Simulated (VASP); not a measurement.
Here is the system:

```
CaSe
1.0
    0.00000     2.96000     2.96000
    2.96000     0.00000     2.96000
    2.96000     2.96000     0.00000
Ca Se
1 1
Direct
  0.00000   0.00000   0.00000
  0.50000   0.50000   0.50000
```

Computed with G0W0 on PBE orbitals, VASP's PBE PAW potentials (set 64) (plane waves; VASP 6.6.1). Settings: PREC = Normal, 500 eV cut-off, 4×4×4 Γ-centred mesh, Gaussian smearing of 0.010 eV, potentials Ca_sv_GW Se_GW.

The mesh is coarse and the basis finite, so the quasiparticle values are not converged.

NBANDS = 160, ENCUTGW = 200 eV, NOMEGA = 64. The PBE levels (eV) that the step starts from are:

| state | KS energy | filling |
|---|---|---|
| k1 (0.00, 0.00, 0.00), band 5 | -8.13 | 2 |
| k1 (0.00, 0.00, 0.00), band 6 | 3.66 | 2 |
| k1 (0.00, 0.00, 0.00), band 7 | 3.66 | 2 |
| k1 (0.00, 0.00, 0.00), band 8 | 3.66 | 2 |
| k1 (0.00, 0.00, 0.00), band 9 | 6.98 | 0 |
| k1 (0.00, 0.00, 0.00), band 10 | 7.36 | 0 |
| k1 (0.00, 0.00, 0.00), band 11 | 7.36 | 0 |
| k1 (0.00, 0.00, 0.00), band 12 | 7.36 | 0 |
| k2 (0.25, 0.00, 0.00), band 5 | -7.80 | 2 |
| k2 (0.25, 0.00, 0.00), band 6 | 1.66 | 2 |
| k2 (0.25, 0.00, 0.00), band 7 | 2.96 | 2 |
| k2 (0.25, 0.00, 0.00), band 8 | 2.96 | 2 |
| k2 (0.25, 0.00, 0.00), band 9 | 7.37 | 0 |
| k2 (0.25, 0.00, 0.00), band 10 | 8.08 | 0 |
| k2 (0.25, 0.00, 0.00), band 11 | 8.08 | 0 |
| k2 (0.25, 0.00, 0.00), band 12 | 9.31 | 0 |
| k5 (0.50, 0.25, 0.00), band 5 | -7.49 | 2 |
| k5 (0.50, 0.25, 0.00), band 6 | 1.02 | 2 |
| k5 (0.50, 0.25, 0.00), band 7 | 2.06 | 2 |
| k5 (0.50, 0.25, 0.00), band 8 | 2.59 | 2 |
| k5 (0.50, 0.25, 0.00), band 9 | 7.05 | 0 |
| k5 (0.50, 0.25, 0.00), band 10 | 9.29 | 0 |
| k5 (0.50, 0.25, 0.00), band 11 | 9.33 | 0 |
| k5 (0.50, 0.25, 0.00), band 12 | 9.55 | 0 |

Question: Give the quasiparticle energies and renormalisation factors Z.

Answer: 
```tsv
state	QP energy (eV)	Z
k1 (0.00, 0.00, 0.00), band 5	-9.03	0.69
k1 (0.00, 0.00, 0.00), band 6	2.71	0.77
k1 (0.00, 0.00, 0.00), band 7	2.71	0.77
k1 (0.00, 0.00, 0.00), band 8	2.71	0.77
k1 (0.00, 0.00, 0.00), band 9	7.35	0.79
k1 (0.00, 0.00, 0.00), band 10	8.57	0.76
k1 (0.00, 0.00, 0.00), band 11	8.57	0.76
k1 (0.00, 0.00, 0.00), band 12	8.57	0.76
k2 (0.25, 0.00, 0.00), band 5	-8.68	0.68
k2 (0.25, 0.00, 0.00), band 6	0.65	0.75
k2 (0.25, 0.00, 0.00), band 7	2.08	0.76
k2 (0.25, 0.00, 0.00), band 8	2.08	0.76
k2 (0.25, 0.00, 0.00), band 9	8.18	0.77
k2 (0.25, 0.00, 0.00), band 10	9.46	0.75
k2 (0.25, 0.00, 0.00), band 11	9.46	0.75
k2 (0.25, 0.00, 0.00), band 12	10.82	0.75
k5 (0.50, 0.25, 0.00), band 5	-8.34	0.69
k5 (0.50, 0.25, 0.00), band 6	-0.07	0.74
k5 (0.50, 0.25, 0.00), band 7	1.07	0.75
k5 (0.50, 0.25, 0.00), band 8	1.64	0.76
k5 (0.50, 0.25, 0.00), band 9	7.95	0.77
k5 (0.50, 0.25, 0.00), band 10	10.89	0.74
k5 (0.50, 0.25, 0.00), band 11	11.16	0.73
k5 (0.50, 0.25, 0.00), band 12	11.22	0.74
```
On the mesh the gap opens from 2.03 to 3.70 eV.

The compound is CaSe in the rock salt structure. The cell was not relaxed at this level. The k-mesh is coarse (spacing up to 0.46 per Å, 2π included), so the numbers may not be converged in it.
